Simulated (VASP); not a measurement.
Data:

```
NaCl
1.0
    0.00000     2.82000     2.82000
    2.82000     0.00000     2.82000
    2.82000     2.82000     0.00000
Na Cl
1 1
Cartesian
  0.00000   0.00000   0.00000
  2.82000   2.82000   2.82000
```

These are eigenvalue-self-consistent GW0 on PBE orbitals, VASP's PBE PAW potentials (set 64) (plane waves; VASP) values and carry that method's errors. Numerical set-up: PREC = Normal, 500 eV cut-off, 4×4×4 Γ-centred mesh, Gaussian smearing of 0.010 eV, potentials Na_sv_GW Cl_GW.

The mesh is coarse and the basis finite, so the quasiparticle values are not converged.

NBANDS = 160, ENCUTGW = 200 eV, NOMEGA = 64, 4 updates of the levels in G. The PBE levels (eV) are:

| state | KS energy | filling |
|---|---|---|
| k1 (0.00, 0.00, 0.00), band 5 | -13.59 | 2 |
| k1 (0.00, 0.00, 0.00), band 6 | -0.93 | 2 |
| k1 (0.00, 0.00, 0.00), band 7 | -0.93 | 2 |
| k1 (0.00, 0.00, 0.00), band 8 | -0.93 | 2 |
| k1 (0.00, 0.00, 0.00), band 9 | 4.18 | 0 |
| k1 (0.00, 0.00, 0.00), band 10 | 10.10 | 0 |
| k1 (0.00, 0.00, 0.00), band 11 | 10.10 | 0 |
| k1 (0.00, 0.00, 0.00), band 12 | 10.10 | 0 |
| k5 (0.50, 0.25, 0.00), band 5 | -13.23 | 2 |
| k5 (0.50, 0.25, 0.00), band 6 | -2.50 | 2 |
| k5 (0.50, 0.25, 0.00), band 7 | -1.70 | 2 |
| k5 (0.50, 0.25, 0.00), band 8 | -1.37 | 2 |
| k5 (0.50, 0.25, 0.00), band 9 | 7.22 | 0 |
| k5 (0.50, 0.25, 0.00), band 10 | 8.31 | 0 |
| k5 (0.50, 0.25, 0.00), band 11 | 9.19 | 0 |
| k5 (0.50, 0.25, 0.00), band 12 | 11.20 | 0 |
| k7 (0.50, 0.50, 0.00), band 5 | -13.21 | 2 |
| k7 (0.50, 0.50, 0.00), band 6 | -2.59 | 2 |
| k7 (0.50, 0.50, 0.00), band 7 | -1.53 | 2 |
| k7 (0.50, 0.50, 0.00), band 8 | -1.53 | 2 |
| k7 (0.50, 0.50, 0.00), band 9 | 6.59 | 0 |
| k7 (0.50, 0.50, 0.00), band 10 | 7.12 | 0 |
| k7 (0.50, 0.50, 0.00), band 11 | 10.39 | 0 |
| k7 (0.50, 0.50, 0.00), band 12 | 13.85 | 0 |

### Question
Give the quasiparticle energies and renormalisation factors Z.

### Answer

```json
[
 {"state": "k1 (0.00, 0.00, 0.00), band 5", "QP energy (eV)": "-15.76", "Z": "0.71"},
 {"state": "k1 (0.00, 0.00, 0.00), band 6", "QP energy (eV)": "-3.33", "Z": "0.80"},
 {"state": "k1 (0.00, 0.00, 0.00), band 7", "QP energy (eV)": "-3.33", "Z": "0.80"},
 {"state": "k1 (0.00, 0.00, 0.00), band 8", "QP energy (eV)": "-3.33", "Z": "0.80"},
 {"state": "k1 (0.00, 0.00, 0.00), band 9", "QP energy (eV)": "5.18", "Z": "0.85"},
 {"state": "k1 (0.00, 0.00, 0.00), band 10", "QP energy (eV)": "11.46", "Z": "0.84"},
 {"state": "k1 (0.00, 0.00, 0.00), band 11", "QP energy (eV)": "11.46", "Z": "0.84"},
 {"state": "k1 (0.00, 0.00, 0.00), band 12", "QP energy (eV)": "11.46", "Z": "0.84"},
 {"state": "k5 (0.50, 0.25, 0.00), band 5", "QP energy (eV)": "-15.36", "Z": "0.71"},
 {"state": "k5 (0.50, 0.25, 0.00), band 6", "QP energy (eV)": "-5.16", "Z": "0.79"},
 {"state": "k5 (0.50, 0.25, 0.00), band 7", "QP energy (eV)": "-4.23", "Z": "0.79"},
 {"state": "k5 (0.50, 0.25, 0.00), band 8", "QP energy (eV)": "-3.86", "Z": "0.79"},
 {"state": "k5 (0.50, 0.25, 0.00), band 9", "QP energy (eV)": "8.41", "Z": "0.85"},
 {"state": "k5 (0.50, 0.25, 0.00), band 10", "QP energy (eV)": "9.67", "Z": "0.83"},
 {"state": "k5 (0.50, 0.25, 0.00), band 11", "QP energy (eV)": "10.43", "Z": "0.83"},
 {"state": "k5 (0.50, 0.25, 0.00), band 12", "QP energy (eV)": "12.78", "Z": "0.82"},
 {"state": "k7 (0.50, 0.50, 0.00), band 5", "QP energy (eV)": "-15.32", "Z": "0.71"},
 {"state": "k7 (0.50, 0.50, 0.00), band 6", "QP energy (eV)": "-5.29", "Z": "0.79"},
 {"state": "k7 (0.50, 0.50, 0.00), band 7", "QP energy (eV)": "-4.05", "Z": "0.79"},
 {"state": "k7 (0.50, 0.50, 0.00), band 8", "QP energy (eV)": "-4.05", "Z": "0.79"},
 {"state": "k7 (0.50, 0.50, 0.00), band 9", "QP energy (eV)": "7.98", "Z": "0.85"},
 {"state": "k7 (0.50, 0.50, 0.00), band 10", "QP energy (eV)": "8.10", "Z": "0.85"},
 {"state": "k7 (0.50, 0.50, 0.00), band 11", "QP energy (eV)": "11.63", "Z": "0.81"},
 {"state": "k7 (0.50, 0.50, 0.00), band 12", "QP energy (eV)": "15.20", "Z": "0.80"}
]
```
On the mesh the gap opens from 5.11 to 8.51 eV.

The compound is NaCl in the rock salt structure. The cell was not relaxed at this level. The k-mesh is coarse (spacing up to 0.48 per Å, 2π included), so the numbers may not be converged in it.
